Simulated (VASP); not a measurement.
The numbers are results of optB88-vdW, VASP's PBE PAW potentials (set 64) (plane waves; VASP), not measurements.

VASP input:

### POSCAR
```
Co
2.4865940
  0.4999999712  -0.8660254463   0.0000000000
  0.4999999712   0.8660254463   0.0000000000
  0.0000000000   0.0000000000   1.6115998855
Co
2
direct
  0.3333330000   0.6666670000   0.2500000000
  0.6666670000   0.3333330000   0.7500000000
```

File KPOINTS:
```
k-points along high-symmetry lines
10
Line-mode
Reciprocal
  0.000000   0.000000   0.000000 ! GAMMA
 -0.000000   0.500000   0.000000 ! M

 -0.000000   0.500000   0.000000 ! M
 -0.333333   0.666667   0.000000 ! K

 -0.333333   0.666667   0.000000 ! K
  0.000000   0.000000   0.000000 ! GAMMA

  0.000000   0.000000   0.000000 ! GAMMA
  0.000000   0.000000   0.500000 ! A

  0.000000   0.000000   0.500000 ! A
 -0.000000   0.500000   0.500000 ! L

 -0.000000   0.500000   0.500000 ! L
 -0.333333   0.666667   0.500000 ! H

 -0.333333   0.666667   0.500000 ! H
  0.000000   0.000000   0.500000 ! A

 -0.000000   0.500000   0.500000 ! L
 -0.000000   0.500000   0.000000 ! M

 -0.333333   0.666667   0.500000 ! H
 -0.333333   0.666667   0.000000 ! K
```

### INCAR
```
SYSTEM = Co
PREC = Accurate; ENCUT = 520; LREAL = F
LASPH = T; ICHARG = 11
EDIFF = 1E-7; NELM = 100; ALGO = Normal
LMAXMIX = 4
ISMEAR = 0; SIGMA = 0.05
GGA = BO; LUSE_VDW = T; AGGAC = 0.0
PARAM1 = 0.1833333333; PARAM2 = 0.22
MAGMOM = 1.6 1.6
ISPIN = 2
LWAVE = F; LCHARG = F; LORBIT = 11
```

POTCAR, in this order: Co (PBE.64 set). Program: vasp_std. Read from the step before: CHGCAR.

What VASP printed:

**OUTCAR**
```
 ion  position               nearest neighbor table
   1  0.333  0.667  0.250-   2 2.46   2 2.46   2 2.46   2 2.46   2 2.46   2 2.46
   2  0.667  0.333  0.750-   1 2.46   1 2.46   1 2.46   1 2.46   1 2.46   1 2.46
  LATTYP: Found a hexagonal cell.
 ALAT       =     2.4865940557
 C/A-ratio  =     1.6115998494
 Subroutine PRICEL returns:
 Original cell was already a primitive cell.
 Subroutine GETGRP returns: Found 24 space group operations
The static configuration has the point symmetry D_3d.
 The point group associated with its full space group is D_6h.
The dynamic configuration has the point symmetry D_3d.
The overall configuration has the point symmetry D_3d.
 Subroutine INISYM returns: Found 24 space group operations
   k-points           NKPTS =     90   k-points in BZ     NKDIM =     90   number of bands    NBANDS=     15
   number of dos      NEDOS =    301   number of ions     NIONS =      2
   total plane-waves  NPLWV =   9720
   dimension x,y,z NGX =    18 NGY =   18 NGZ =   30
   dimension x,y,z NGXF=    36 NGYF=   36 NGZF=   60
   ions per type =               2
   PREC   = accura    normal or accurate (medium, high low for compatibility)
   ISTART =      0    job   : 0-new  1-cont  2-samecut
   ICHARG =     11    charge: 1-file 2-atom 10-const
   ISPIN  =      2    spin polarized calculation?
   LNONCOLLINEAR =      F non collinear calculations
...
```

OSZICAR:
```
       N       E                     dE             d eps       ncg     rms          rms(c)
DAV:   1     0.841780187071E+02    0.84178E+02   -0.85387E+03  5495   0.162E+03
DAV:   2    -0.671828848073E+01   -0.90896E+02   -0.84143E+02  5421   0.252E+02
DAV:   3    -0.895387748139E+01   -0.22356E+01   -0.21841E+01  6688   0.551E+01
DAV:   4    -0.899083166365E+01   -0.36954E-01   -0.36947E-01  8126   0.535E+00
DAV:   5    -0.899107068598E+01   -0.23902E-03   -0.23902E-03  6738   0.438E-01
DAV:   6    -0.899108196125E+01   -0.11275E-04   -0.11275E-04  8138   0.543E-02
DAV:   7    -0.899108200619E+01   -0.44934E-07   -0.44277E-07  5982   0.481E-03
   1 F= -.89910820E+01 E0= -.89896416E+01  d E =-.288082E-02  mag=     3.1025
```

### OUTCAR
```



 magnetization (x)

# of ion       s       p       d       tot
------------------------------------------
    1       -0.014  -0.042   1.660   1.604
    2       -0.014  -0.042   1.660   1.604
--------------------------------------------------
tot         -0.027  -0.085   3.320   3.209
```
(Selected blocks of OUTCAR.)

File OUTCAR:
```
 val. band max:       10.0794539234   @ k =   0.0000   0.0000   0.1111

 cond. band min:      10.0986060795   @ k =   0.0000   0.3889   0.5000



 spin component 1

 k-point     1 :       0.0000    0.0000    0.0000
  band No.  band energies     occupation
      1       1.3672      1.00000
      2       5.1427      1.00000
      3       7.7105      1.00000
      4       7.7166      1.00000
      5       7.7166      1.00000
      6       8.0376      1.00000
      7       8.0376      1.00000
      8       8.3784      1.00000
      9       8.3784      1.00000
     10       9.5181      1.00000
     11       9.5181      1.00000
     12      10.3504      0.00000
     13      16.7971      0.00000
     14      32.5239      0.00000
     15      34.8960      0.00000

 k-point     2 :       0.0000    0.0556    0.0000
  band No.  band energies     occupation
      1       1.4765      1.00000
      2       5.2093      1.00000
      3       7.5651      1.00000
      4       7.7681      1.00000
      5       7.8477      1.00000
      6       8.0125      1.00000
      7       8.0832      1.00000
      8       8.3236      1.00000
      9       8.3453      1.00000
     10       9.0471      1.00000
     11       9.5326      1.00000
     12      10.9498      0.00000
     13      16.8154      0.00000
     14      31.6833      0.00000
     15      33.4640      0.00000

 k-point     3 :       0.0000    0.1111    0.0000
  band No.  band energies     occupation
      1       1.7997      1.00000
      2       5.3950      1.00000
      3       7.3895      1.00000
      4       7.9118      1.00000
      5       7.9188      1.00000
      6       8.0272      1.00000
      7       8.0549      1.00000
      8       8.2160      1.00000
      9       8.2553      1.00000
     10       8.5630      1.00000
     11       9.5696      1.00000
     12      11.9254      0.00000
     13      16.8748      0.00000
     14      29.3321      0.00000
...
```

The density is held fixed in this step, so its total energy and stress have no physical meaning.

The compound is Co in the hcp structure. It was relaxed first.
